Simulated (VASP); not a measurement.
# NiMoIrPdW (P3m1) in VASP: settings compared

One crystal, NiMoIrPdW, is run at these levels: BLYP, PBE; tasks: relaxation of cell and atoms, atomic charges.

Program: VASP 6.6.1. These are calculated values, not measurements. Logs are shortened: lines on timing, memory, paths and dates and some standing lists are left out, and cuts for length are marked.

### Step 1. Starting point

The structure is trigonal, space group P3m1 (No. 156). The conventional cell has a = 2.766 Å, b = 2.766 Å, c = 11.023 Å, α = 90.00°, β = 90.00°, γ = 120.00°. Ni (site symmetry 3m) is surrounded by 3 Mo at 2.60 Å and 3 Pd at 2.71 Å and 6 Ni at 2.77 Å. Around Mo (site symmetry 3m) lie 3 Ni at 2.60 Å and 6 Mo at 2.77 Å and 3 Ir at 2.82 Å. Pd (site symmetry 3m) is surrounded by 3 Ni at 2.71 Å and 3 W at 2.74 Å and 6 Pd at 2.77 Å. Around Ir (site symmetry 3m) lie 3 W at 2.74 Å and 6 Ir at 2.77 Å and 3 Mo at 2.82 Å. W (site symmetry 3m) is surrounded by 3 Pd at 2.74 Å and 3 Ir at 2.74 Å and 6 W at 2.77 Å.

The cell was built by a generator and needn't be a form met in nature.

### Step 2. Relaxation of cell and atoms, BLYP, collinear spin, ferromagnetic start

INCAR

```
PREC     = Accurate       # precision mode
ENCUT    = 600            # plane-wave cutoff, eV
EDIFF    = 1E-7           # SCF threshold, eV
ISMEAR   = -1             # smearing method
SIGMA    = 0.05           # smearing width, eV
LREAL    = F              # projectors in reciprocal space
LASPH    = T              # aspherical terms in the spheres
NELM     = 150            # most SCF steps
ALGO     = Normal         # electronic algorithm
ISIF     = 3              # what is computed and relaxed
LWAVE    = F              # write WAVECAR
LCHARG   = F              # write CHGCAR
ISPIN    = 2              # spin polarisation
MAGMOM   = 1 1 0 0.6 0    # initial moments
LORBIT   = 11             # projections on sites
LMAXMIX  = 4              # l up to which the mixer works
GGA      = B5             # functional
ALDAX    = 1.0          
AGGAX    = 1.0          
AGGAC    = 1.0          
ALDAC    = 0.0          
IBRION   = 2              # ionic algorithm
NSW      = 60             # ionic steps
EDIFFG   = -0.02          # ionic threshold
KPAR     = 4
```

KPOINTS

```
Automatic mesh
0
Gamma
  11 11 3
```

POSCAR

```
NiMoIrPdW
1.0
    2.7660900000      0.0000000000      0.0000000000
   -1.3830500000      2.3955100000      0.0000000000
    0.0000000000      0.0000000000     11.0227800000
Ni Mo Pd Ir W
1 1 1 1 1
Direct
    0.3333300000      0.6666700000      0.5971100000
    0.0000000000      0.0000000000      0.4107400000
    0.6666700000      0.3333300000      0.7952000000
    0.6666700000      0.3333300000      0.1996100000
    0.3333300000      0.6666700000      0.9973400000
```

Potentials or basis: VASP PAW PBE potentials, release 64 (Ni, Mo_sv, Pd, Ir, W_sv).

On the command line:

```sh
$ cat potpaw_PBE.64/Ni/POTCAR potpaw_PBE.64/Mo_sv/POTCAR potpaw_PBE.64/Pd/POTCAR potpaw_PBE.64/Ir/POTCAR potpaw_PBE.64/W_sv/POTCAR > POTCAR
$ mpirun -np 4 vasp_std > vasp.out
```

OUTCAR:

```text
PREC = Accurate
   ENCUT = 600
   EDIFF = 1E-7
   ISMEAR = -1
   LREAL = F
   LASPH = T
   NELM = 150
   ISIF = 3
   ISPIN = 2
   LORBIT = 11
   GGA = B5
   IBRION = 2
   NSW = 60
   EDIFFG = -0.02

 ion  position               nearest neighbor table
   1  0.333  0.667  0.597-   2 2.60   2 2.60   2 2.60   3 2.71   3 2.71   3 2.71
   2  0.000  0.000  0.411-   1 2.60   1 2.60   1 2.60   4 2.82   4 2.82   4 2.82
   3  0.667  0.333  0.795-   1 2.71   1 2.71   1 2.71   5 2.74   5 2.74   5 2.74
   4  0.667  0.333  0.200-   5 2.74   5 2.74   5 2.74   2 2.82   2 2.82   2 2.82
   5  0.333  0.667  0.997-   3 2.74   3 2.74   3 2.74   4 2.74   4 2.74   4 2.74

  LATTYP: Found a hexagonal cell.
 ALAT       =     2.7660900000
 C/A-ratio  =     3.9849679512

  Lattice vectors:

 A1 = (   2.7660900000,   0.0000000000,   0.0000000000)
 A2 = (  -1.3830500000,   2.3955100000,   0.0000000000)
 A3 = (   0.0000000000,   0.0000000000,  11.0227800000)

Analysis of symmetry for initial positions (statically):
=====================================================================
 Subroutine PRICEL returns:
 Original cell was already a primitive cell.

 Routine SETGRP: Setting up the symmetry group for a
 hexagonal supercell.

 Subroutine GETGRP returns: Found  2 space group operations
 (whereof  2 operations were pure point group operations)
 out of a pool of 24 trial point group operations.

The static configuration has the point symmetry C_1h.

Analysis of symmetry for dynamics (positions and initial velocities):
=====================================================================
 Subroutine PRICEL returns:
 Original cell was already a primitive cell.

 Routine SETGRP: Setting up the symmetry group for a
 hexagonal supercell.

 Subroutine GETGRP returns: Found  2 space group operations
 (whereof  2 operations were pure point group operations)
 out of a pool of 24 trial point group operations.

The dynamic configuration has the point symmetry C_1h.

Analysis of structural, dynamic, and magnetic symmetry:
=====================================================================
 Subroutine PRICEL returns:
 Original cell was already a primitive cell.

 Routine SETGRP: Setting up the symmetry group for a
 hexagonal supercell.

 Subroutine GETGRP returns: Found  2 space group operations
 (whereof  2 operations were pure point group operations)
 out of a pool of 24 trial point group operations.

The overall configuration has the point symmetry C_1h.

 Subroutine INISYM returns: Found  2 space group operations
 (whereof  2 operations are pure point group operations),
 and found     1 'primitive' translations

----------------------------------------------------------------------------------------

                                     Primitive cell

  volume of cell :      73.0391

  direct lattice vectors                    reciprocal lattice vectors
     2.766090000  0.000000000  0.000000000     0.361521136  0.208724575  0.000000000
    -1.383050000  2.395510000  0.000000000     0.000000000  0.417447642  0.000000000
     0.000000000  0.000000000 11.022780000     0.000000000  0.000000000  0.090721216

  length of vectors
     2.766090000  2.766097515 11.022780000     0.417448776  0.417447642  0.090721216

  position of ions in fractional coordinates (direct lattice)
     0.333330000  0.666670000  0.597110000
     0.000000000  0.000000000  0.410740000
     0.666670000  0.333330000  0.795200000
     0.666670000  0.333330000  0.199610000
     0.333330000  0.666670000  0.997340000

  ion indices of the primitive-cell ions
   primitive index   ion index
                 1           1
                 2           2
                 3           3
                 4           4
                 5           5

----------------------------------------------------------------------------------------

 KPOINTS: Automatic mesh

Automatic generation of k-mesh.
 Grid dimensions read from file:
 generate k-points for:   11   11    3

 Generating k-lattice:

  Cartesian coordinates                     Fractional coordinates (reciprocal lattice)
     0.032865558  0.018974961  0.000000000     0.090909091  0.000000000  0.000000000
     0.000000000  0.037949786  0.000000000     0.000000000  0.090909091  0.000000000
     0.000000000  0.000000000  0.030240405     0.000000000  0.000000000  0.333333333

  Length of vectors
     0.037949889  0.037949786  0.030240405

  Shift w.r.t. Gamma in fractional coordinates (k-lattice)
     0.000000000  0.000000000  0.000000000

 Subroutine IBZKPT returns following result:
 ===========================================

 Found    102 irreducible k-points:

 Following reciprocal coordinates:
            Coordinates               Weight
  0.000000  0.000000  0.000000      1.000000
  0.090909  0.000000  0.000000      4.000000
 -0.090909  0.090909  0.000000      2.000000
  0.181818  0.000000  0.000000      4.000000
 -0.181818  0.181818  0.000000      2.000000
[... 52 lines left out ...]
   LEPSILON=     F    determine dielectric tensor
   LRPA    =     F    only Hartree local field effects (RPA)
 conjugate gradient relaxation of ions
 spin polarized calculation
  energy-cutoff  :      600.00
  volume of cell :       73.04
 maximum number of plane-waves:      2505
 NGX is ok and might be reduce to    24
   NGX = 11   NGY = 11   NGZ = 45

--------------------------------------- Ionic step        1  -------------------------------------------

 number of electron      56.9999990 magnetization       0.0000952

 Free energy of the ion-electron system (eV)
  ---------------------------------------------------
  ext. energy  EPLUGINS =         0.00000000
  ---------------------------------------------------
  free energy    TOTEN  =       -37.11593047 eV

  energy without entropy =      -37.07075752  energy(sigma->0) =      -37.09334400

------------------------ aborting loop because EDIFF is reached ----------------------------------------

  FORCE on cell =-STRESS in cart. coord.  units (eV):
  Direction    XX          YY          ZZ          XY          YZ          ZX
  --------------------------------------------------------------------------------------
  -------------------------------------------------------------------------------------
  Total        6.1070672      6.1071727      5.1751076      0.0000531      0.0000123     -0.0000215
  in kB      133.9639189    133.9662335    113.5205618      0.0011640      0.0002690     -0.0004725
  external PRESSURE =     127.1502380 kB  Pullay stress =       0.0000000 kB
[... 24 lines left out ...]
  energy  without entropy=      -37.0707575249  energy(sigma->0) =      -37.09334400

--------------------------------------- Ionic step        2  -------------------------------------------

 number of electron      56.9999996 magnetization       0.0000085

 E-fermi :   8.6606     XC(G=0): -11.7809

 val. band max:        8.6553725123   @ k =  -0.0909   0.3636   0.3333
 cond. band min:       8.6666993203   @ k =   0.4545   0.4545   0.0000
 fundamental gap:      0.0113268080
 Fermi energy:         8.6605679545

 spin component 1

 k-point     1 :       0.0000    0.0000    0.0000
  band No.  band energies     occupation
      1     -65.2718      1.00000
      2     -52.2970      1.00000
      3     -29.8177      1.00000
      4     -29.2604      1.00000
      5     -29.2603      1.00000
      6     -26.5611      1.00000
[... 1892 lines left out ...]
  FREE ENERGIE OF THE ION-ELECTRON SYSTEM (eV)
  ---------------------------------------------------
  free  energy   TOTEN  =       -37.2621368795 eV

  energy  without entropy=      -37.2142430273  energy(sigma->0) =      -37.23818995

[... ionic steps 4 to 10 ...]

--------------------------------------- Ionic step       11  -------------------------------------------

 number of electron      57.0000005 magnetization      -0.0000000

------------------------ aborting loop because EDIFF is reached ----------------------------------------

  FORCE on cell =-STRESS in cart. coord.  units (eV):
  Direction    XX          YY          ZZ          XY          YZ          ZX
  --------------------------------------------------------------------------------------
  -------------------------------------------------------------------------------------
  Total       -0.0107769     -0.0107995     -0.0229379     -0.0000195     -0.0000090      0.0000152
  in kB       -0.2244092     -0.2248807     -0.4776409     -0.0004068     -0.0001872      0.0003175
  external PRESSURE =      -0.3089769 kB  Pullay stress =       0.0000000 kB
[... 65 lines left out ...]
--------------------------------------- Ionic step       13  -------------------------------------------

 number of electron      57.0000005 magnetization      -0.0000000

 number of electron      57.0000005 magnetization       0.0000000

 Free energy of the ion-electron system (eV)
  ---------------------------------------------------
  ext. energy  EPLUGINS =         0.00000000
  ---------------------------------------------------
  free energy    TOTEN  =       -37.26719196 eV

  energy without entropy =      -37.22153506  energy(sigma->0) =      -37.24436351

 E-fermi :  10.2358     XC(G=0): -12.3934

 val. band max:       10.2168424633   @ k =   0.4545   0.3636   0.0000
 cond. band min:      10.2400933886   @ k =  -0.2727  -0.0909   0.3333
 fundamental gap:      0.0232509253
 Fermi energy:        10.2358034994

 spin component 1

 k-point     1 :       0.0000    0.0000    0.0000
  band No.  band energies     occupation
      1     -63.5456      1.00000
      2     -50.6666      1.00000
      3     -28.1672      1.00000
      4     -27.4494      1.00000
      5     -27.4493      1.00000
      6     -24.9641      1.00000
[... 1851 lines left out ...]
  FREE ENERGIE OF THE ION-ELECTRON SYSTEM (eV)
  ---------------------------------------------------
  free  energy   TOTEN  =       -37.2671919617 eV

  energy  without entropy=      -37.2215350619  energy(sigma->0) =      -37.24436351

 reached required accuracy - stopping structural energy minimisation

 total charge

# of ion       s       p       d       tot
------------------------------------------
    1        0.461   0.351   8.363   9.175
    2        2.360   6.161   3.886  12.407
    3        0.496   0.473   8.522   9.491
    4        0.667   0.636   7.009   8.312
    5        2.398   6.269   3.339  12.006
--------------------------------------------------
tot          6.380  13.890  31.119  51.389

 magnetization (x)

# of ion       s       p       d       tot
------------------------------------------
    1        0.000   0.000  -0.000  -0.000
    2        0.000   0.000   0.000   0.000
    3        0.000   0.000  -0.000  -0.000
    4        0.000   0.000  -0.000  -0.000
    5        0.000   0.000   0.000   0.000
--------------------------------------------------
tot          0.000   0.000  -0.000  -0.000
```

Wall time 37 min (4 MPI ranks of Intel Xeon Platinum 8488C (Sapphire Rapids), shared host); peak memory 0.74 GiB.

What came out:

| Item | Value |
| --- | --- |
| Free energy | -37.2672 eV |
| Relaxed volume | 15.38 Å³/atom |
| Relaxed cell | a = 2.821 Å, b = 2.821 Å, c = 11.155 Å, α = 90.00°, β = 90.00°, γ = 120.00° |
| Space group after relaxing (to 0.05 Å) | P3m1 (No. 156) |
| Energy gained by relaxing | 30.3 meV/atom |
| Ionic steps | 13 |
| Pressure after relaxing | 0.1 GPa |
| Largest force after relaxing | 0.010 eV/Å |
| Band gap on the k mesh | none (metal or under the smearing width) |
| Net moment | 0.00 μB per cell |
| Valence electrons inside the program's atomic spheres | Ni 9.18; Mo 12.41; Pd 9.49; Ir 8.31; W 12.01 |

Forces in eV/Å, atoms in the order of the input:
```
Ni   0.000  0.000 -0.005
Mo   0.000  0.000 -0.010
Pd   0.000  0.000  0.004
Ir   0.000  0.000  0.010
W    0.000  0.000  0.000
```

The path:
```csv
step,energy change (eV),largest force (eV/Å),pressure (GPa),volume (Å³)
1,0.0000,0.3012,12.72,73.04
2,0.4618,0.5137,-19.01,85.99
3,-0.1462,0.2028,-0.39,77.01
4,-0.1464,0.1990,-0.23,76.90
5,-0.1464,0.1942,0.10,76.79
6,-0.1501,0.1186,0.20,76.81
7,-0.1503,0.0968,0.23,76.82
8,-0.1508,0.0551,-0.36,77.05
9,-0.1508,0.0569,-0.38,77.04
10,-0.1512,0.0251,-0.09,76.96
11,-0.1512,0.0321,-0.03,76.94
12,-0.1512,0.0225,0.03,76.93
13,-0.1513,0.0103,0.10,76.90
```

Final structure:
```
CELL_PARAMETERS angstrom
2.82141 0.00000 0.00000
-1.41071 2.44342 0.00000
0.00000 0.00000 11.15533
ATOMIC_POSITIONS crystal
Ni 0.33333 0.66667 0.59515
Mo 0.00000 0.00000 0.41145
Pd 0.66667 0.33333 0.79497
Ir 0.66667 0.33333 0.19977
W 0.33333 0.66667 0.99866
```

Levels at points of the mesh, in eV from the Fermi level:
Spin up:
```
           k point  band 25  band 26  band 27  band 28  band 29  band 30  band 31  band 32  band 33  band 34
(0.00, 0.00, 0.00)    -1.42    -1.42    -1.06    -1.06    -0.61    -0.31    -0.31     0.08     0.31     0.31
```
Spin down:
```tsv
k point	band 25	band 26	band 27	band 28	band 29	band 30	band 31	band 32	band 33	band 34
(0.00, 0.00, 0.00)	-1.42	-1.42	-1.06	-1.06	-0.61	-0.31	-0.31	0.08	0.31	0.31
```

Caveat: the PAW data sets were made with another functional, which shifts forces and pressure a little. The run has no spin-orbit coupling, so splittings on Ir, W are missing.

### Step 3. Atomic charges, PBE, collinear spin, ferromagnetic start

INCAR

```
SYSTEM = NiMoIrPdW
PREC     = Accurate       ! precision mode
ENCUT    = 520            ! plane-wave cutoff, eV
EDIFF    = 1E-6           ! SCF threshold, eV
ISMEAR   = -1             ! smearing method
SIGMA    = 0.05           ! smearing width, eV
LREAL    = .False.        ! projectors in reciprocal space
LASPH    = .True.         ! aspherical terms in the spheres
NELM     = 100            ! most SCF steps
ALGO     = Fast           ! electronic algorithm
ISIF     = 2              ! what is computed and relaxed
LWAVE    = .False.        ! write WAVECAR
LCHARG   = .True.         ! write CHGCAR
ISPIN    = 2              ! spin polarisation
MAGMOM   = 1 1 0 0.6 0    ! initial moments
LORBIT   = 11             ! projections on sites
LMAXMIX  = 4              ! l up to which the mixer works
GGA      = PE             ! functional
LVHAR    = .True.       
KPAR     = 4
```

KPOINTS

```
regular mesh
0
Gamma
  11 11 3
  0 0 0
```

POSCAR is that of step 2.

Potentials or basis: VASP PAW PBE potentials, release 64 (Ni, Mo_sv, Pd, Ir, W_sv).

On the command line:

```sh
$ cat potpaw_PBE.64/Ni/POTCAR potpaw_PBE.64/Mo_sv/POTCAR potpaw_PBE.64/Pd/POTCAR potpaw_PBE.64/Ir/POTCAR potpaw_PBE.64/W_sv/POTCAR > POTCAR
$ mpirun -np 4 vasp_std > vasp.out
```

It took 6.7 min on 4 MPI ranks of Intel Xeon Platinum 8488C (Sapphire Rapids), shared host; peak memory 0.61 GiB.

It converged, with:

```
Free energy                                           : -43.3986 eV
Pressure                                              : 0.4 GPa
Largest force                                         : 0.145 eV/Å
Band gap on the k mesh                                : none (metal or under the smearing width)
Net moment                                            : 0.00 μB per cell
Valence electrons inside the program's atomic spheres : Ni 9.17; Mo 12.46; Pd 9.58; Ir 8.39; W 12.07
```

Forces in eV/Å, atoms in the order of the input:
```
Ni   0.000  0.000 -0.025
Mo   0.000  0.000 -0.065
Pd   0.000  0.000 -0.093
Ir   0.000  0.000  0.039
W    0.000  0.000  0.145
```

Stress tensor (GPa, compression positive):
```
 0.92  0.00  0.00
 0.00  0.92  0.00
 0.00  0.00 -0.55
```

Levels at points of the mesh, in eV from the Fermi level:
Spin up:
```tsv
k point	band 26	band 27	band 28	band 29	band 30	band 31
(0.00, 0.00, 0.00)	-1.47	-1.06	-1.06	-0.92	-0.33	-0.33
```
Spin down:
```tsv
k point	band 25	band 26	band 27	band 28	band 29	band 30	band 31	band 32
(0.00, 0.00, 0.00)	-1.47	-1.47	-1.06	-1.06	-0.92	-0.33	-0.33	-0.20
```

The run has no spin-orbit coupling, so splittings on Ir, W are missing.

### Step 4. The reference run

An earlier run on the cell as given: functional PBE; potentials or basis VASP PAW PBE potentials, release 64 (Ni, Mo_sv, Pd, Ir, W_sv); cutoff 520 eV; k mesh 11 × 11 × 3; occupations fermi-dirac, width 0.05 eV; collinear spin, ferromagnetic start; starting moments [1.0, 1.0, 0.0, 0.6, 0.0] μB.

* Pressure: 0.5 GPa
* Largest force: 0.144 eV/Å
* Band gap on the k mesh: none (metal or under the smearing width)
* Net moment: 0.00 μB per cell
* Valence electrons inside the program's atomic spheres: Ni 9.17; Mo 12.46; Pd 9.58; Ir 8.39; W 12.07

### Step 5. Summary

```tsv
task	level	cell	cutoff (eV)	gap on the mesh (eV)	pressure (GPa)	moment (μB)	largest force (eV/Å)
relaxation of cell and atoms	BLYP	relaxed	600	none	0.1	0.00	0.01
atomic charges	PBE	as given	520	none	0.4	0.00	0.14
single point	PBE	as given	520	none	0.5	0.00	0.14
```

Alike in all rows: potentials or basis VASP PAW PBE potentials, release 64 (Ni, Mo_sv, Pd, Ir, W_sv); spin collinear, ferromagnetic start; k mesh 11 × 11 × 3; smearing fermi-dirac 0.05 eV.

Caveats: the PAW data sets were made with another functional, which shifts forces and pressure a little (some runs).

Total energies depend on the potentials used, so only differences within one code and one set of settings carry meaning.
